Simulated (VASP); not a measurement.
VASP ran on this input.

### POSCAR
```
HgS
1
    0.0000000000     3.0007594848     3.0007594848
    3.0007594848    -0.0000000000     3.0007594848
    3.0007594848     3.0007594848    -0.0000000000
Hg S
1 1
Direct
  0.0000000000   0.0000000000   0.0000000000
  0.7500000000   0.7500000000   0.7500000000
```

### KPOINTS
```
Automatic mesh
0
Gamma
10 10 10
0 0 0
```

### INCAR
```
ALGO=Normal
EDIFF=1E-6
EDIFFG=-0.01
ENCUT=480
GGA=PE
IBRION=2
ISIF=3
ISMEAR=1
LASPH=.TRUE.
LCHARG=.FALSE.
LMAXMIX=6
LREAL=.FALSE.
LWAVE=.FALSE.
NELM=100
NSW=60
PREC=Accurate
SIGMA=0.1
SYSTEM=HgS
```

POTCAR, in this order: Hg S (PBE.64 set). Program: vasp_std.

Problem. Translate this PBE calculation to Ansatz.

Solution. One equivalent input (not run):
Ansatz 0.2 input:
```yaml
crystal:
  lattice:
    - [0.0000000, 3.0007595, 3.0007595]
    - [3.0007595, 0.0000000, 3.0007595]
    - [3.0007595, 3.0007595, 0.0000000]
  atoms:
    - { symbol: Hg, position: [0.0000000, 0.0000000, 0.0000000] }
    - { symbol: S, position: [0.7500000, 0.7500000, 0.7500000] }
kpoints:
  mp_grid: { grid: [10, 10, 10] }
hamiltonian:
  xc: pbe
  pseudopotentials: { kind: paw }
scf:
  occupations: { method: methfessel_paxton, width: 0.1 }
  max_iter: 100
relax:
  max_steps: 60
  f_tol: 0.01
  cell: {}
output: { forces: true, stress: true, eigenvalues: true }
```
Limits of the translation: each code has its own PAW files, so the cut-off isn't converted (ENCUT is set for VASP's; basis.ecutwfc is left out, and Ansatz then takes the one that its files recommend); Ansatz stops its SCF on the density residual and VASP on the energy change (EDIFF).

The compound is HgS in the zinc blende structure, metacinnabar; cinnabar is the stable form. It was relaxed first, which changed the volume by +8 %. The start is the result of an earlier pass.
